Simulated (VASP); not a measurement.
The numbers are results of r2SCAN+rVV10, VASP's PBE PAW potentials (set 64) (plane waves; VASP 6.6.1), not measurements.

VASP input:

**KPOINTS**
```
K-points
0
Gamma
 17 17 17
0 0 0
```

File KPOINTS_OPT:
```
k-points along high-symmetry lines
10
Line-mode
Reciprocal
  0.000000   0.000000   0.000000 ! GAMMA
  0.500000   0.000000   0.500000 ! X

  0.500000   0.000000   0.500000 ! X
  0.625000   0.250000   0.625000 ! U

  0.375000   0.375000   0.750000 ! K
  0.000000   0.000000   0.000000 ! GAMMA

  0.000000   0.000000   0.000000 ! GAMMA
  0.500000   0.500000   0.500000 ! L

  0.500000   0.500000   0.500000 ! L
  0.500000   0.250000   0.750000 ! W

  0.500000   0.250000   0.750000 ! W
  0.500000   0.000000   0.500000 ! X
```

**POSCAR**
```
Au
1.0
  0.0000000000   2.0546434410   2.0546434410
  2.0546434410   0.0000000000   2.0546434410
  2.0546434410   2.0546434410   0.0000000000
Au
1
Cart
  0.0000000000   0.0000000000   0.0000000000
```

INCAR:
```
SYSTEM  =  Au
PREC  =  Accurate; ENCUT  =  520; LREAL  =  F
LASPH  =  T
EDIFF  =  1E-7; NELM  =  100; ALGO  =  Normal
LMAXMIX  =  6; LMIXTAU  =  T
ISMEAR  =  -5
METAGGA  =  R2SCAN; LUSE_VDW  =  T; BPARAM  =  11.95
CPARAM  =  0.0093
ISIF  =  2
LWAVE  =  F; LCHARG  =  F; LORBIT  =  11
NEDOS  =  601
```

POTCAR, in this order: Au (PBE.64 set). Program: vasp_std.

Output of the run:

### OSZICAR
```
       N       E                     dE             d eps       ncg     rms          rms(c)
DAV:   1    -0.481577058454E+01   -0.48158E+01   -0.59085E+03  3122   0.112E+03
DAV:   2    -0.539304377841E+02   -0.49115E+02   -0.46218E+02  3085   0.208E+02
DAV:   3    -0.543955916570E+02   -0.46515E+00   -0.46469E+00  3558   0.211E+01
DAV:   4    -0.543970737362E+02   -0.14821E-02   -0.14822E-02  3374   0.125E+00
DAV:   5    -0.543970857168E+02   -0.11981E-04   -0.11985E-04  3451   0.108E-01    0.933E+00
DAV:   6    -0.500630883078E+02    0.43340E+01   -0.53493E+00  3026   0.226E+01    0.662E+00
DAV:   7    -0.503366031548E+02   -0.27351E+00   -0.45783E-01  2978   0.503E+00    0.410E+00
DAV:   8    -0.503613318473E+02   -0.24729E-01   -0.10251E-01  3034   0.236E+00    0.523E-01
DAV:   9    -0.503848104065E+02   -0.23479E-01   -0.21420E-02  3046   0.113E+00    0.681E-02
DAV:  10    -0.503851373383E+02   -0.32693E-03   -0.19695E-03  3077   0.405E-01    0.574E-02
DAV:  11    -0.503855007503E+02   -0.36341E-03   -0.57405E-04  3184   0.218E-01    0.322E-02
DAV:  12    -0.503856140502E+02   -0.11330E-03   -0.85008E-05  3073   0.879E-02    0.131E-02
DAV:  13    -0.503856391920E+02   -0.25142E-04   -0.39658E-05  3243   0.623E-02    0.153E-03
DAV:  14    -0.503856376143E+02    0.15777E-05   -0.59477E-06  3161   0.183E-02    0.377E-03
DAV:  15    -0.503856390302E+02   -0.14159E-05   -0.11368E-06  3132   0.101E-02    0.106E-03
DAV:  16    -0.503856399413E+02   -0.91110E-06   -0.48142E-07  2782   0.504E-03    0.269E-04
DAV:  17    -0.503856400254E+02   -0.84083E-07   -0.12834E-08  1513   0.112E-03
   1 F= -.50385640E+02 E0= -.50385640E+02  d E =0.000000E+00
       N       E                     dE             ncg
```

File OUTCAR:
```
------------------------ aborting loop because EDIFF is reached ----------------------------------------
  FORCE on cell =-STRESS in cart. coord.  units (eV):
  Direction    XX          YY          ZZ          XY          YZ          ZX
  --------------------------------------------------------------------------------------
  Total        0.0076484      0.0076484      0.0076484      0.0000000      0.0000000      0.0000000
  in kB        0.7063825      0.7063825      0.7063825      0.0000000      0.0000000      0.0000000
  external PRESSURE =       0.7063825 kB  Pullay stress =       0.0000000 kB
  volume of cell :       17.35
      direct lattice vectors                 reciprocal lattice vectors
     0.000000000  2.054643441  2.054643441    -0.243351226  0.243351226  0.243351226
     2.054643441  0.000000000  2.054643441     0.243351226 -0.243351226  0.243351226
     2.054643441  2.054643441  0.000000000     0.243351226  0.243351226 -0.243351226
 POSITION                                       TOTAL-FORCE (eV/Angst)
 -----------------------------------------------------------------------------------
      0.00000      0.00000      0.00000        -0.000000      0.000000     -0.000000
 -----------------------------------------------------------------------------------
    total drift:                                0.000000      0.000000      0.000000
  FREE ENERGIE OF THE ION-ELECTRON SYSTEM (eV)
  ---------------------------------------------------
  free  energy   TOTEN  =       -50.3856400254 eV

  energy  without entropy=      -50.3856400254  energy(sigma->0) =      -50.38564003

 total charge

# of ion       s       p       d       tot
------------------------------------------
    1        0.538   0.339   8.785   9.663
```
(Selected blocks of OUTCAR.)

For a metal the tetrahedron method with Blöchl corrections gives inexact stress and forces.

The compound is Au in the fcc structure. It was relaxed first.
